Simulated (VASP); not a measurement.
Output of a VASP run:

File OUTCAR:
```
 ion  position               nearest neighbor table
   1  0.000  0.000  0.000-
   2  0.500  0.500  0.500-   3 2.94   4 2.94   5 2.94   5 2.94   3 2.94   4 2.94
   3  0.500  0.000  0.500-   2 2.94   2 2.94
   4  0.000  0.500  0.500-   2 2.94   2 2.94
   5  0.500  0.500  0.000-   2 2.94   2 2.94
  LATTYP: Found a simple cubic cell.
 ALAT       =     5.8849582994
 Subroutine PRICEL returns:
 Original cell was already a primitive cell.
 Subroutine GETGRP returns: Found 48 space group operations
The static configuration has the point symmetry O_h .
The dynamic configuration has the point symmetry O_h .
 Subroutine INISYM returns: Found 48 space group operations
 Subroutine IBZKPT returns following result:
 Found     10 irreducible k-points:

 Following reciprocal coordinates:
            Coordinates               Weight
  0.000000  0.000000  0.000000      1.000000
  0.250000  0.000000  0.000000      6.000000
  0.500000  0.000000  0.000000      3.000000
  0.250000  0.250000  0.000000     12.000000
  0.500000  0.250000  0.000000     12.000000
  0.500000  0.500000  0.000000      3.000000
  0.250000  0.250000  0.250000      8.000000
  0.500000  0.250000  0.250000     12.000000
  0.500000  0.500000  0.250000      6.000000
  0.500000  0.500000  0.500000      1.000000
   k-points           NKPTS =     10   k-points in BZ     NKDIM =     10   number of bands    NBANDS=     26
   number of dos      NEDOS =    301   number of ions     NIONS =      5
   total plane-waves  NPLWV = 110592
   dimension x,y,z NGX =    48 NGY =   48 NGZ =   48
   dimension x,y,z NGXF=    96 NGYF=   96 NGZF=   96
   ions per type =               1   1   3
   PREC   = accura    normal or accurate (medium, high low for compatibility)
   ISTART =      0    job   : 0-new  1-cont  2-samecut
   ICHARG =      2    charge: 1-file 2-atom 10-const
   ISPIN  =      1    spin polarized calculation?
   LNONCOLLINEAR =      F non collinear calculations
   LSORBIT =      F    spin-orbit coupling
   INIWAV =      1    electr: 0-lowe 1-rand  2-diag
   ENCUT  =  520.0 eV  38.22 Ry    6.18 a.u.  10.94 10.94 10.94*2*pi/ulx,y,z
   NELM   =    100;   NELMIN=  2; NELMDL= -5     # of ELM steps
   EDIFF  = 0.1E-06   stopping-criterion for ELM
   LREAL  =      F    real-space projection
   NLSPLINE    = F    spline interpolate recip. space projectors
   LMAXMIX     =    4 max onsite mixed and CHGCAR
   VOSKOWN=      0    Vosko Wilk Nusair interpolation
   EDIFFG = 0.1E-05   stopping-criterion for IOM
   NSW    =      0    number of steps for IOM
   NBLOCK =      1;   KBLOCK =      1    inner block; outer block
   IBRION =     -1    ionic relax: 0-MD 1-quasi-New 2-CG
   NFREE  =      0    steps in history (QN), initial steepest desc. (CG)
   ISIF   =      2    stress and relaxation
   ISYM   =      2    0-nonsym 1-usesym 2-fastsym
   TEIN   =    0.0    initial temperature
   TEBEG  =    0.0;   TEEND  =   0.0 temperature during run
   SMASS  =  -3.00    Nose mass-parameter (am)
   PSTRESS=    0.0 pullay stress
   NELECT =      44.0000    total number of electrons
   EFERMI =   0.00;   METHOD = LEGACY
   ISMEAR =     0;   SIGMA  =   0.05  broadening in eV -4-tet -1-fermi 0-gaus
   IALGO  =     38    algorithm
   LDIAG  =      T    sub-space diagonalisation (order eigenvalues)
   IMIX   =      4    mixing-type and parameters
     AMIX     =   0.40;   BMIX     =  1.00
     AMIX_MAG =   1.60;   BMIX_MAG =  1.00
     AMIN     =   0.10
   METAGGA = R2SCAN    functional components
   VOSKOWN =     0    Vosko Wilk Nusair interpolation
   LHFCALC =     F    Hartree Fock is set to
   LHFONE  =     F    Hartree Fock one center treatment
   AEXX    =    0.0000 exact exchange contribution
   IVDW    =     0    specifies the selected vdW correction
   LEPSILON=     F    determine dielectric tensor
   LRPA    =     F    only Hartree local field effects (RPA)
  energy-cutoff  :      520.00
  volume of cell :      203.81
      direct lattice vectors                 reciprocal lattice vectors
...
```

### OSZICAR
```
       N       E                     dE             d eps       ncg     rms          rms(c)
DAV:   1     0.289080396704E+03    0.28908E+03   -0.19151E+04   520   0.153E+03
DAV:   2    -0.830922894172E+02   -0.37217E+03   -0.36197E+03   630   0.340E+02
DAV:   3    -0.136315196642E+03   -0.53223E+02   -0.52842E+02   638   0.135E+02
DAV:   4    -0.138500718769E+03   -0.21855E+01   -0.21813E+01   660   0.336E+01
DAV:   5    -0.138554952203E+03   -0.54233E-01   -0.54172E-01   702   0.466E+00    0.389E+00
DAV:   6    -0.132499503040E+03    0.60554E+01   -0.30241E+00   672   0.287E+01    0.298E+00
DAV:   7    -0.127032897207E+03    0.54666E+01   -0.15858E+00   552   0.815E+00    0.140E+00
DAV:   8    -0.128033774885E+03   -0.10009E+01   -0.63472E-01   664   0.496E+00    0.632E-01
DAV:   9    -0.128107597522E+03   -0.73823E-01   -0.38331E-01   520   0.464E+00    0.635E-01
DAV:  10    -0.128375040174E+03   -0.26744E+00   -0.20803E-01   576   0.387E+00    0.197E-01
DAV:  11    -0.128441939031E+03   -0.66899E-01   -0.17672E-01   532   0.371E+00    0.299E-01
DAV:  12    -0.128435785043E+03    0.61540E-02   -0.16570E-02   564   0.107E+00    0.194E-01
DAV:  13    -0.128439493100E+03   -0.37081E-02   -0.15710E-02   562   0.111E+00    0.186E-01
DAV:  14    -0.128442012796E+03   -0.25197E-02   -0.67955E-03   556   0.782E-01    0.582E-02
DAV:  15    -0.128443093566E+03   -0.10808E-02   -0.83431E-04   616   0.309E-01    0.387E-02
DAV:  16    -0.128443915960E+03   -0.82239E-03   -0.29024E-04   562   0.177E-01    0.310E-02
DAV:  17    -0.128444000653E+03   -0.84692E-04   -0.28273E-04   528   0.169E-01    0.200E-02
DAV:  18    -0.128444124428E+03   -0.12378E-03   -0.32201E-05   604   0.491E-02    0.789E-03
DAV:  19    -0.128444127721E+03   -0.32924E-05   -0.28058E-06   656   0.183E-02    0.575E-03
DAV:  20    -0.128444146890E+03   -0.19170E-04   -0.11115E-05   548   0.332E-02    0.296E-03
DAV:  21    -0.128444148425E+03   -0.15347E-05   -0.11235E-06   596   0.103E-02    0.309E-03
DAV:  22    -0.128444148670E+03   -0.24527E-06   -0.53315E-07   522   0.866E-03    0.142E-03
DAV:  23    -0.128444149011E+03   -0.34092E-06   -0.12958E-07   452   0.369E-03    0.785E-04
DAV:  24    -0.128444149227E+03   -0.21550E-06   -0.10969E-07   380   0.317E-03    0.147E-04
DAV:  25    -0.128444149224E+03    0.22060E-08   -0.95706E-09   278   0.109E-03
   1 F= -.12844415E+03 E0= -.12844415E+03  d E =-.131017E-15
```

### OUTCAR
```
------------------------ aborting loop because EDIFF is reached ----------------------------------------
  FORCE on cell =-STRESS in cart. coord.  units (eV):
  Direction    XX          YY          ZZ          XY          YZ          ZX
  --------------------------------------------------------------------------------------
  Total        0.8786484      0.8786484      0.8786484     -0.0000000     -0.0000000      0.0000000
  in kB        6.9070970      6.9070970      6.9070970     -0.0000000     -0.0000000      0.0000000
  external PRESSURE =       6.9070970 kB  Pullay stress =       0.0000000 kB
  volume of cell :      203.81
      direct lattice vectors                 reciprocal lattice vectors
     5.884958299  0.000000000  0.000000000     0.169924738  0.000000000  0.000000000
     0.000000000  5.884958299  0.000000000     0.000000000  0.169924738  0.000000000
     0.000000000  0.000000000  5.884958299     0.000000000  0.000000000  0.169924738
 POSITION                                       TOTAL-FORCE (eV/Angst)
 -----------------------------------------------------------------------------------
      0.00000      0.00000      0.00000         0.000000      0.000000      0.000000
      2.94248      2.94248      2.94248         0.000000      0.000000      0.000000
      2.94248      0.00000      2.94248         0.000000      0.000000      0.000000
      0.00000      2.94248      2.94248         0.000000      0.000000      0.000000
      2.94248      2.94248      0.00000         0.000000      0.000000      0.000000
 -----------------------------------------------------------------------------------
    total drift:                                0.000000     -0.000000     -0.000000
  FREE ENERGIE OF THE ION-ELECTRON SYSTEM (eV)
  ---------------------------------------------------
  free  energy   TOTEN  =      -128.4441492244 eV

  energy  without entropy=     -128.4441492244  energy(sigma->0) =     -128.44414922
```
(Selected blocks of OUTCAR.)

POSCAR:
```
CsPbBr3
1
    5.8849582994     0.0000000000     0.0000000000
    0.0000000000     5.8849582994     0.0000000000
    0.0000000000     0.0000000000     5.8849582994
Cs Pb Br
1 1 3
Direct
  0.0000000000   0.0000000000   0.0000000000
  0.5000000000   0.5000000000   0.5000000000
  0.5000000000   0.0000000000   0.5000000000
  0.0000000000   0.5000000000   0.5000000000
  0.5000000000   0.5000000000   0.0000000000
```

Write an INCAR and KPOINTS that could have produced this output.

One answer among several that fit: the input of the run itself, r2SCAN meta-GGA, plane waves, VASP's PBE PAW potentials (set 64).

### INCAR
```
SYSTEM = CsPbBr3
SIGMA = 0.05
ALGO = Normal
LREAL = F
PREC = Accurate
EDIFF = 1E-7   # SCF stop (eV)
LASPH = T
ISIF = 2   # forces and stress, cell fixed
LMAXMIX = 4   # l cut-off of mixed one-centre charges
ENCUT = 520
NELM = 100   # most electronic steps
LWAVE = F
ISMEAR = 0   # Gaussian
METAGGA = R2SCAN
LMIXTAU = T
LCHARG = F
```

File KPOINTS:
```
Automatic mesh
0
G
 4 4 4
0 0 0
```

POTCAR, in this order: Cs_sv Pb_d Br (PBE.64 set). Program: vasp_std.

The compound is CsPbBr3 in the cubic perovskite structure, the ideal cubic form; the compound distorts at low or room temperature. This cell is one point of a volume scan, at 0.97 of the reference volume.
